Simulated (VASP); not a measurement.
A cell of MgB$_{2}$ (AlB2 type) near equilibrium:

```
MgB2
1.0
    1.53776    -2.66349     0.00000
    1.53776     2.66349     0.00000
    0.00000     0.00000     3.48093
Mg B
1 2
Cartesian
  0.00000   0.00000   3.48093
  1.53776   0.88783   1.74046
  1.53776  -0.88783   1.74046
```

These are r2SCAN meta-GGA, VASP's PBE PAW potentials (set 64) (plane waves; VASP 6.6.1) values and carry that method's errors.

```
run               ΔE (meV/atom)     σxx     σyy    σzz  largest shear component, with its sign (GPa)  largest force (eV/Å)
----------------  -------------  ------  ------  -----  --------------------------------------------  --------------------
as it is                    0.0   -0.20   -0.20   0.24                                          0.00                 0.000
after one change           35.4  -13.84  -13.84  -8.56                                          0.00                 0.000
```
Stress is in GPa, positive when the cell is compressed.

Problem. Which change was made?
A. biaxial strain of +3.0 % in the yz plane with the ions relaxed
B. isotropic strain of +3.0 %
C. isotropic strain of -1.0 %
D. atom 3 (B) moved by 0.050 Å along z

Solution. B, isotropic strain of +3.0 %

The compound is MgB2 in the AlB2 type structure.
